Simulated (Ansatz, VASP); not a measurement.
This is a calculation of Mg5Te for VASP 6.6.1. The cell comes from a database or a generator and needn't be the stable form of this composition.

File INCAR:

```
  PREC = Accurate
  ENCUT = 520
  EDIFF = 1E-7
  ISMEAR = -1
  SIGMA = 0.05
  LREAL = False
  LASPH = True
  NELM = 100
  ALGO = Normal
  ISIF = 2
  LWAVE = False
  LCHARG = False
  GGA = PE
  NBANDS = 17
```

KPOINTS

```
Automatic mesh
0
Gamma
  6 6 6
```

POSCAR

```
Mg5Te
1.0
    2.7888620199      1.6101502379      5.2849918958
   -2.7888620199      1.6101502379      5.2849918958
    0.0000000000     -3.2203004759      5.2849918958
Te Mg
1 5
Direct
    0.5000000000      0.5000000000      0.5000000000
    0.8298080000      0.8298080000      0.8298080000
    0.1701920000      0.1701920000      0.1701920000
    0.0000000000      0.6684530000      0.3315470000
    0.3315470000      0.0000000000      0.6684530000
    0.6684530000      0.3315470000      0.0000000000
```

Potentials or basis: VASP PAW PBE potentials, release 64 (Te, Mg).

Run with:

```sh
$ cat potpaw_PBE.64/Te/POTCAR potpaw_PBE.64/Mg/POTCAR > POTCAR
$ mpirun -np 1 vasp_std > vasp.out
```

Question: Set up the same calculation for Ansatz 0.2.0. Potentials or basis there: Ansatz PAW, cutoff 420 eV.

Answer: As run (cutoffs and basis follow the program's own potentials, and thresholds, step limits or extra output files can differ):

Contents of input.yaml:

```yaml
crystal:
  lattice:
    - [2.7888620199, 1.6101502379, 5.2849918958]
    - [-2.7888620199, 1.6101502379, 5.2849918958]
    - [0.0, -3.2203004759, 5.2849918958]
  atoms:
    - { symbol: Te, position: [0.5, 0.5, 0.5] }
    - { symbol: Mg, position: [0.829808, 0.829808, 0.829808] }
    - { symbol: Mg, position: [0.170192, 0.170192, 0.170192] }
    - { symbol: Mg, position: [0.0, 0.668453, 0.331547] }
    - { symbol: Mg, position: [0.331547, 0.0, 0.668453] }
    - { symbol: Mg, position: [0.668453, 0.331547, 0.0] }
hamiltonian:
  xc: pbe
  pseudopotentials: { kind: paw }
kpoints:
  mp_grid: { grid: [6, 6, 6] }
scf:
  occupations: { method: fermi_dirac, width: 0.05 }
output:
  forces: true
  stress: true
  eigenvalues: true
```

Potentials or basis: Ansatz PAW.

Launch:

```console
$ ansatz run input.yaml --threads 2 --pin off --max-ram 5120MiB --backend cpu --events-out ev --progress --plain --runs-dir out
```

Both were run:

|  | VASP | Ansatz |
| --- | --- | --- |
| Pressure | 0.0 GPa | 0.1 GPa |

Ansatz's pressure holds a Pulay term of +0.01 GPa for its cutoff of 420 eV, which the other run lacks.

The potentials hold 16 and 66 valence electrons a cell.

Where Ansatz's input types no cutoff or centring, it takes its own default and a Γ-centred mesh.

Pressure is positive in compression.
